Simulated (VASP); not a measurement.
# CuSn3 (I4/mmm) in VASP: reference runs

Aim: a first look at CuSn3 with PBE, on the cell as given and on a disturbed one.

Everything below comes from runs of VASP 6.6.1. Logs are shortened: lines on timing, memory, paths and dates and some standing lists are left out, and cuts for length are marked.

**1. Starting point**

It takes space group I4/mmm (No. 139, tetragonal). The conventional cell has a = 4.480 Å, b = 4.480 Å, c = 9.741 Å, α = 90.00°, β = 90.00°, γ = 90.00°. Sn (site symmetry 4/mmm) has 4 Cu at 3.17 Å and 8 Sn at 3.31 Å as nearest neighbours. Around Sn (site symmetry -4m2) lie 8 Sn at 3.17 to 3.31 Å and 4 Cu at 3.31 Å. Cu (site symmetry 4/mmm) has 12 Sn at 3.17 to 3.31 Å as nearest neighbours.

The cell comes from a database or a generator and needn't be the stable form of this composition.

**2. Single point, PBE**

INCAR

```
SYSTEM = CuSn3
  PREC = Accurate
  ENCUT = 520
  EDIFF = 1E-7
  ISMEAR = -1
  SIGMA = 0.05
  LREAL = .FALSE.
  LASPH = .TRUE.
  NELM = 80
  ALGO = Normal
  ISIF = 2
  LWAVE = .FALSE.
  LCHARG = .FALSE.
  GGA = PE
  NBANDS = 34
```

KPOINTS

```
Automatic mesh
0
G
  8 8 8
  0 0 0
```

POSCAR

```
CuSn3
1.0
   -2.2399030000      2.2399030000      4.8707040000
    2.2399030000     -2.2399030000      4.8707040000
    2.2399030000      2.2399030000     -4.8707040000
Sn Cu
3 1
Direct
    0.5000000000      0.5000000000      0.0000000000
    0.2500000000      0.7500000000      0.5000000000
    0.7500000000      0.2500000000      0.5000000000
    0.0000000000      0.0000000000      0.0000000000
```

Potentials or basis: VASP PAW PBE potentials, release 64 (Sn_d, Cu).

Started as:

```console
cat potpaw_PBE.64/Sn_d/POTCAR potpaw_PBE.64/Cu/POTCAR > POTCAR
mpirun -np 1 vasp_std > vasp.out
```

OUTCAR:

```text
SYSTEM = CuSn3
   PREC = Accurate
   ENCUT = 520
   EDIFF = 1E-7
   ISMEAR = -1
   LREAL = .FALSE.
   LASPH = .TRUE.
   NELM = 80
   ISIF = 2
   GGA = PE

 ion  position               nearest neighbor table
   1  0.500  0.500  0.000-   4 3.17   4 3.17   4 3.17   4 3.17   3 3.31   2 3.31   3 3.31   3 3.31
                             2 3.31   2 3.31   3 3.31   2 3.31
   2  0.250  0.750  0.500-   3 3.17   3 3.17   3 3.17   3 3.17   1 3.31   1 3.31   1 3.31   1 3.31

   3  0.750  0.250  0.500-   2 3.17   2 3.17   2 3.17   2 3.17   1 3.31   1 3.31   1 3.31   1 3.31

   4  0.000  0.000  0.000-   1 3.17   1 3.17   1 3.17   1 3.17

  LATTYP: Found a body centered tetragonal cell.
 ALAT       =     4.4798060000
 C/A-ratio  =     2.1745155929

  Lattice vectors:

 A1 = (  -2.2399030000,   2.2399030000,   4.8707040000)
 A2 = (   2.2399030000,  -2.2399030000,   4.8707040000)
 A3 = (   2.2399030000,   2.2399030000,  -4.8707040000)

Analysis of symmetry for initial positions (statically):
=====================================================================
 Subroutine PRICEL returns:
 Original cell was already a primitive cell.

 Routine SETGRP: Setting up the symmetry group for a
 body centered tetragonal supercell.

 Subroutine GETGRP returns: Found 16 space group operations
 (whereof 16 operations were pure point group operations)
 out of a pool of 16 trial point group operations.

The static configuration has the point symmetry D_4h.

Analysis of symmetry for dynamics (positions and initial velocities):
=====================================================================
 Subroutine PRICEL returns:
 Original cell was already a primitive cell.

 Routine SETGRP: Setting up the symmetry group for a
 body centered tetragonal supercell.

 Subroutine GETGRP returns: Found 16 space group operations
 (whereof 16 operations were pure point group operations)
 out of a pool of 16 trial point group operations.

The dynamic configuration has the point symmetry D_4h.

 Subroutine INISYM returns: Found 16 space group operations
 (whereof 16 operations are pure point group operations),
 and found     1 'primitive' translations

----------------------------------------------------------------------------------------

                                     Primitive cell

  volume of cell :      97.7485

  direct lattice vectors                    reciprocal lattice vectors
    -2.239903000  2.239903000  4.870704000     0.000000000  0.223223952  0.102654565
     2.239903000 -2.239903000  4.870704000     0.223223952  0.000000000  0.102654565
     2.239903000  2.239903000 -4.870704000     0.223223952  0.223223952  0.000000000

  length of vectors
     5.810171112  5.810171112  5.810171112     0.245696749  0.245696749  0.315686341

  position of ions in fractional coordinates (direct lattice)
     0.500000000  0.500000000  0.000000000
     0.250000000  0.750000000  0.500000000
     0.750000000  0.250000000  0.500000000
     0.000000000  0.000000000  0.000000000

  ion indices of the primitive-cell ions
   primitive index   ion index
                 1           1
                 2           2
                 3           3
                 4           4

----------------------------------------------------------------------------------------

 KPOINTS: Automatic mesh

Automatic generation of k-mesh.
 Grid dimensions read from file:
 generate k-points for:    8    8    8

 Generating k-lattice:

  Cartesian coordinates                     Fractional coordinates (reciprocal lattice)
     0.000000000  0.027902994  0.012831821     0.125000000  0.000000000 -0.000000000
     0.027902994  0.000000000  0.012831821     0.000000000  0.125000000 -0.000000000
     0.027902994  0.027902994  0.000000000     0.000000000  0.000000000  0.125000000

  Length of vectors
     0.030712094  0.030712094  0.039460793

  Shift w.r.t. Gamma in fractional coordinates (k-lattice)
     0.000000000  0.000000000  0.000000000

 Subroutine IBZKPT returns following result:
 ===========================================

 Found     59 irreducible k-points:

 Following reciprocal coordinates:
            Coordinates               Weight
  0.000000  0.000000  0.000000      1.000000
  0.125000  0.000000  0.000000      8.000000
  0.250000  0.000000  0.000000      8.000000
  0.375000 -0.000000  0.000000      8.000000
  0.500000  0.000000  0.000000      4.000000
  0.125000  0.125000  0.000000      8.000000
[... 16 lines left out ...]
  0.250000  0.125000  0.125000     16.000000
  0.375000  0.125000  0.125000      8.000000
 [... further k-points ...]
   k-points           NKPTS =     59   k-points in BZ     NKDIM =     59   number of bands    NBANDS=     34
   number of dos      NEDOS =    301   number of ions     NIONS =      4
   total plane-waves  NPLWV = 110592
   dimension x,y,z NGX =    48 NGY =   48 NGZ =   48
   dimension x,y,z NGXF=    96 NGYF=   96 NGZF=   96
   ions per type =               3   1
   NGX,Y,Z   is equivalent  to a cutoff of  13.73, 13.73, 13.73 a.u.
   NGXF,Y,Z  is equivalent  to a cutoff of  27.47, 27.47, 27.47 a.u.
 SYSTEM =  CuSn3
   PREC   = accura    normal or accurate (medium, high low for compatibility)
   ISTART =      0    job   : 0-new  1-cont  2-samecut
   ICHARG =      2    charge: 1-file 2-atom 10-const
   ISPIN  =      1    spin polarized calculation?
   LNONCOLLINEAR =      F non collinear calculations
   LSORBIT =      F    spin-orbit coupling
   LASPH  =      T    aspherical Exc in radial PAW
   ENCUT  =  520.0 eV  38.22 Ry    6.18 a.u.  10.80 10.80 10.80*2*pi/ulx,y,z
   NELM   =     80;   NELMIN=  2; NELMDL= -5     # of ELM steps
   EDIFF  = 0.1E-06   stopping-criterion for ELM
   LREAL  =      F    real-space projection
   EDIFFG = 0.1E-05   stopping-criterion for IOM
   NSW    =      0    number of steps for IOM
   IBRION =     -1    ionic relax: 0-MD 1-quasi-New 2-CG
   NFREE  =      0    steps in history (QN), initial steepest desc. (CG)
   ISIF   =      2    stress and relaxation
   ISYM   =      2    0-nonsym 1-usesym 2-fastsym
   POTIM  = 0.5000    time-step for ionic-motion
   TEBEG  =    0.0;   TEEND  =   0.0 temperature during run
   PSTRESS=    0.0 pullay stress
   NELECT =      53.0000    total number of electrons
   NUPDOWN=      -1.0000    fix difference up-down
   EMIN   =  10.00;   EMAX   =-10.00  energy-range for DOS
   EFERMI =   0.00;   METHOD = LEGACY
   ISMEAR =    -1;   SIGMA  =   0.05  broadening in eV -4-tet -1-fermi 0-gaus
   EFERMI_NEDOS =   21; number of points for ismear=-14 and -15
   IALGO  =     38    algorithm
   IMIX   =      4    mixing-type and parameters
     AMIX     =   0.40;   BMIX     =  1.00
     AMIX_MAG =   1.60;   BMIX_MAG =  1.00
  volume/ion in A,a.u.               =      24.44       164.91
  Fermi-wavevector in a.u.,A,eV,Ry     =   1.334945  2.522680 24.246649  1.782078
  Thomas-Fermi vector in A             =   2.463687
   LORBIT       =      0    0 simple, 1 ext, 2 COOP (PROOUT), +10 PAW based schemes
   GGA     = PE    functional components
   LHFCALC =     F    Hartree Fock is set to
   AEXX    =    0.0000 exact exchange contribution
   IVDW    =     0    specifies the selected vdW correction
   LEPSILON=     F    determine dielectric tensor
   LRPA    =     F    only Hartree local field effects (RPA)
 non-spin polarized calculation
  energy-cutoff  :      520.00
  volume of cell :       97.75
 maximum number of plane-waves:      2682
 NGX is ok and might be reduce to    48
   NGX = 21   NGY = 21   NGZ = 21

 number of electron      53.0000000 magnetization

 Free energy of the ion-electron system (eV)
  ---------------------------------------------------
  ext. energy  EPLUGINS =         0.00000000
  ---------------------------------------------------
  free energy    TOTEN  =       -14.37070349 eV

  energy without entropy =      -14.35365600  energy(sigma->0) =      -14.36217974

 E-fermi :   7.5132     XC(G=0): -10.4586

 val. band max:        7.4855004380   @ k =  -0.1250   0.2500   0.1250
 cond. band min:       7.5217258743   @ k =   0.3750   0.2500   0.0000
 fundamental gap:      0.0362254363
 Fermi energy:         7.5132191025

 k-point     1 :       0.0000    0.0000    0.0000
  band No.  band energies     occupation
      1     -14.1513      2.00000
      2     -14.0428      2.00000
      3     -14.0385      2.00000
      4     -13.9886      2.00000
      5     -13.9886      2.00000
      6     -13.9885      2.00000
[... 26 lines left out ...]
     33      11.9586      0.00000
     34      15.3409      0.00000

 k-point     2 :       0.1250    0.0000    0.0000
  band No.  band energies     occupation
      1     -14.1375      2.00000
      2     -14.0406      2.00000
      3     -14.0310      2.00000
      4     -14.0049      2.00000
      5     -14.0004      2.00000
      6     -13.9729      2.00000
[... 26 lines left out ...]
     33      11.4169      0.00000
     34      16.2458      0.00000

 k-point     3 :       0.2500    0.0000    0.0000
  band No.  band energies     occupation
      1     -14.0979      2.00000
      2     -14.0360      2.00000
      3     -14.0189      2.00000
      4     -14.0111      2.00000
      5     -13.9957      2.00000
      6     -13.9625      2.00000
[... 26 lines left out ...]
     33      12.1119      0.00000
     34      14.5970      0.00000
[... 704 lines left out ...]
 k-point    23 :       0.2500    0.1250    0.1250
  band No.  band energies     occupation
      1     -14.0677      2.00000
      2     -14.0330      2.00000
      3     -14.0060      2.00000
      4     -13.9955      2.00000
      5     -13.9816      2.00000
      6     -13.9718      2.00000
[... 26 lines left out ...]
     33      13.0970      0.00000
     34      13.8924      0.00000

 k-point    24 :       0.3750    0.1250    0.1250
  band No.  band energies     occupation
      1     -14.0385      2.00000
      2     -14.0334      2.00000
      3     -14.0250      2.00000
      4     -14.0149      2.00000
      5     -13.9759      2.00000
      6     -13.9632      2.00000
[... 26 lines left out ...]
     33      13.3696      0.00000
     34      14.1155      0.00000

 [... further k-points ...]

------------------------ aborting loop because EDIFF is reached ----------------------------------------

  FORCE on cell =-STRESS in cart. coord.  units (eV):
  Direction    XX          YY          ZZ          XY          YZ          ZX
  --------------------------------------------------------------------------------------
  -------------------------------------------------------------------------------------
  Total       -0.5499308     -0.5499308     -0.7784500      0.0000000      0.0000000      0.0000000
  in kB       -9.0138115     -9.0138115    -12.7594258      0.0000000      0.0000000      0.0000000
  external PRESSURE =     -10.2623496 kB  Pullay stress =       0.0000000 kB

 VOLUME and BASIS-vectors are now :
 -----------------------------------------------------------------------------
  energy-cutoff  :      520.00
  volume of cell :       97.75
      direct lattice vectors                 reciprocal lattice vectors
    -2.239903000  2.239903000  4.870704000     0.000000000  0.223223952  0.102654565
     2.239903000 -2.239903000  4.870704000     0.223223952  0.000000000  0.102654565
     2.239903000  2.239903000 -4.870704000     0.223223952  0.223223952  0.000000000

 POSITION                                       TOTAL-FORCE (eV/Angst)
 -----------------------------------------------------------------------------------
      0.00000      0.00000      4.87070         0.000000     -0.000000     -0.000000
      2.23990      0.00000      2.43535         0.000000      0.000000     -0.000000
      0.00000      2.23990      2.43535        -0.000000      0.000000      0.000000
      0.00000      0.00000      0.00000         0.000000     -0.000000     -0.000000
 -----------------------------------------------------------------------------------
    total drift:                                0.000000     -0.000000      0.000000

  FREE ENERGIE OF THE ION-ELECTRON SYSTEM (eV)
  ---------------------------------------------------
  free  energy   TOTEN  =       -14.3707034876 eV

  energy  without entropy=      -14.3536559955  energy(sigma->0) =      -14.36217974
```

Wall time 3.1 min (1 thread of Intel Xeon 6975P-C (Granite Rapids), shared host); peak memory 0.41 GiB.

What came out:

```
Free energy            : -14.3707 eV
Pressure               : -1.0 GPa
Band gap on the k mesh : none (metal or under the smearing width)
```

**3. Single point, PBE (atoms moved at random, drawn with an rms of 0.05 Å)**

INCAR

```
PREC     = Accurate       # precision mode
ENCUT    = 520            # plane-wave cutoff, eV
EDIFF    = 1E-7           # SCF threshold, eV
ISMEAR   = -1             # smearing method
SIGMA    = 0.05           # smearing width, eV
LREAL    = False          # projectors in reciprocal space
LASPH    = True           # aspherical terms in the spheres
NELM     = 100            # most SCF steps
ALGO     = Normal         # electronic algorithm
ISIF     = 2              # what is computed and relaxed
LWAVE    = False          # write WAVECAR
LCHARG   = False          # write CHGCAR
GGA      = PE             # functional
NBANDS   = 34             # bands
```

KPOINTS

```
regular mesh
0
Gamma
  8 8 8
```

POSCAR

```
CuSn3
1.0
   -2.2399030000      2.2399030000      4.8707040000
    2.2399030000     -2.2399030000      4.8707040000
    2.2399030000      2.2399030000     -4.8707040000
Sn Cu
3 1
Direct
    0.5164740000      0.5066350000      0.0234660000
    0.2557510000      0.7440650000      0.4976130000
    0.7523960000      0.2453410000      0.4953410000
    0.0158090000     -0.0017010000      0.0089130000
```

Potentials or basis: VASP PAW PBE potentials, release 64 (Sn_d, Cu).

Started as:

```console
cat potpaw_PBE.64/Sn_d/POTCAR potpaw_PBE.64/Cu/POTCAR > POTCAR
mpirun -np 1 vasp_std > vasp.out
```

OUTCAR:

```text
PREC = Accurate
   ENCUT = 520
   EDIFF = 1E-7
   ISMEAR = -1
   LREAL = False
   LASPH = True
   NELM = 100
   ISIF = 2
   GGA = PE

 ion  position               nearest neighbor table
   1  0.516  0.507  0.023-   4 3.12   4 3.14   4 3.19   4 3.21   3 3.25   2 3.26   3 3.28   2 3.28
                             2 3.34   3 3.35   2 3.36   3 3.36
   2  0.256  0.744  0.498-   3 3.15   3 3.16   3 3.17   3 3.18   1 3.26   1 3.28   1 3.34   1 3.36

   3  0.752  0.245  0.495-   2 3.15   2 3.16   2 3.17   2 3.18   1 3.25   4 3.26   1 3.28   1 3.35
                             1 3.36
   4  0.016  0.998  0.009-   1 3.12   1 3.14   1 3.19   1 3.21   3 3.26

  LATTYP: Found a body centered tetragonal cell.
 ALAT       =     4.4798060000
 C/A-ratio  =     2.1745155929

  Lattice vectors:

 A1 = (  -2.2399030000,   2.2399030000,   4.8707040000)
 A2 = (   2.2399030000,  -2.2399030000,   4.8707040000)
 A3 = (   2.2399030000,   2.2399030000,  -4.8707040000)

Analysis of symmetry for initial positions (statically):
=====================================================================
 Subroutine PRICEL returns:
 Original cell was already a primitive cell.

 Routine SETGRP: Setting up the symmetry group for a
 body centered tetragonal supercell.

 Subroutine GETGRP returns: Found  1 space group operations
 (whereof  1 operations were pure point group operations)
 out of a pool of 16 trial point group operations.

The static configuration has the point symmetry C_1 .

Analysis of symmetry for dynamics (positions and initial velocities):
=====================================================================
 Subroutine PRICEL returns:
 Original cell was already a primitive cell.

 Routine SETGRP: Setting up the symmetry group for a
 body centered tetragonal supercell.

[... 124 lines left out ...]
   EFERMI_NEDOS =   21; number of points for ismear=-14 and -15
   IALGO  =     38    algorithm
   IMIX   =      4    mixing-type and parameters
     AMIX     =   0.40;   BMIX     =  1.00
     AMIX_MAG =   1.60;   BMIX_MAG =  1.00
  volume/ion in A,a.u.               =      24.44       164.91
  Fermi-wavevector in a.u.,A,eV,Ry     =   1.334945  2.522680 24.246649  1.782078
  Thomas-Fermi vector in A             =   2.463687
   LORBIT       =      0    0 simple, 1 ext, 2 COOP (PROOUT), +10 PAW based schemes
   GGA     = PE    functional components
   LHFCALC =     F    Hartree Fock is set to
   AEXX    =    0.0000 exact exchange contribution
   IVDW    =     0    specifies the selected vdW correction
   LEPSILON=     F    determine dielectric tensor
   LRPA    =     F    only Hartree local field effects (RPA)
 non-spin polarized calculation
  energy-cutoff  :      520.00
  volume of cell :       97.75
 maximum number of plane-waves:      2682
 NGX is ok and might be reduce to    48
   NGX = 21   NGY = 21   NGZ = 21

 number of electron      53.0000006 magnetization

 Free energy of the ion-electron system (eV)
  ---------------------------------------------------
  ext. energy  EPLUGINS =         0.00000000
  ---------------------------------------------------
  free energy    TOTEN  =       -14.36720321 eV

  energy without entropy =      -14.35012901  energy(sigma->0) =      -14.35866611

 E-fermi :   7.5123     XC(G=0): -10.4580

 val. band max:        7.5023792822   @ k =   0.5000   0.0000   0.0000
 cond. band min:       7.5139630455   @ k =   0.2500   0.3750   0.3750
 fundamental gap:      0.0115837633
 Fermi energy:         7.5123147211

 k-point     1 :       0.0000    0.0000    0.0000
  band No.  band energies     occupation
      1     -14.1523      2.00000
      2     -14.0437      2.00000
      3     -14.0395      2.00000
      4     -13.9929      2.00000
      5     -13.9928      2.00000
      6     -13.9877      2.00000
[... 877 lines left out ...]
     33      12.1830      0.00000
     34      13.1130      0.00000

 [... further k-points ...]

------------------------ aborting loop because EDIFF is reached ----------------------------------------

  FORCE on cell =-STRESS in cart. coord.  units (eV):
  Direction    XX          YY          ZZ          XY          YZ          ZX
  --------------------------------------------------------------------------------------
  -------------------------------------------------------------------------------------
  Total       -0.5399412     -0.5333587     -0.7446972     -0.0099285     -0.0577165     -0.0245345
  in kB       -8.8500740     -8.7421817    -12.2061914     -0.1627365     -0.9460201     -0.4021407
  external PRESSURE =      -9.9328157 kB  Pullay stress =       0.0000000 kB

 VOLUME and BASIS-vectors are now :
 -----------------------------------------------------------------------------
  energy-cutoff  :      520.00
  volume of cell :       97.75
      direct lattice vectors                 reciprocal lattice vectors
    -2.239903000  2.239903000  4.870704000     0.000000000  0.223223952  0.102654565
     2.239903000 -2.239903000  4.870704000     0.223223952  0.000000000  0.102654565
     2.239903000  2.239903000 -4.870704000     0.223223952  0.223223952  0.000000000

 POSITION                                       TOTAL-FORCE (eV/Angst)
 -----------------------------------------------------------------------------------
      0.03052      0.07460      4.86897        -0.059421     -0.059353      0.050207
      2.20838      0.02083      2.44608         0.040028     -0.023479     -0.028420
     -0.02624      2.24527      2.44702         0.010051      0.055616     -0.028300
      2.22065     -2.18072      4.89601         0.009342      0.027217      0.006512
 -----------------------------------------------------------------------------------
    total drift:                               -0.000024     -0.000035     -0.000077

  FREE ENERGIE OF THE ION-ELECTRON SYSTEM (eV)
  ---------------------------------------------------
  free  energy   TOTEN  =       -14.3672032068 eV

  energy  without entropy=      -14.3501290129  energy(sigma->0) =      -14.35866611
```

Wall time 12 min (1 thread of Intel Xeon 6975P-C (Granite Rapids), shared host); peak memory 0.86 GiB.

What came out:

```
Free energy            : -14.3672 eV
Pressure               : -1.0 GPa
Largest force          : 0.098 eV/Å
Band gap on the k mesh : none (metal or under the smearing width)
```

Forces on the atoms (eV/Å):
```
Sn  -0.059 -0.059  0.050
Sn   0.040 -0.023 -0.028
Sn   0.010  0.056 -0.028
Cu   0.009  0.027  0.007
```
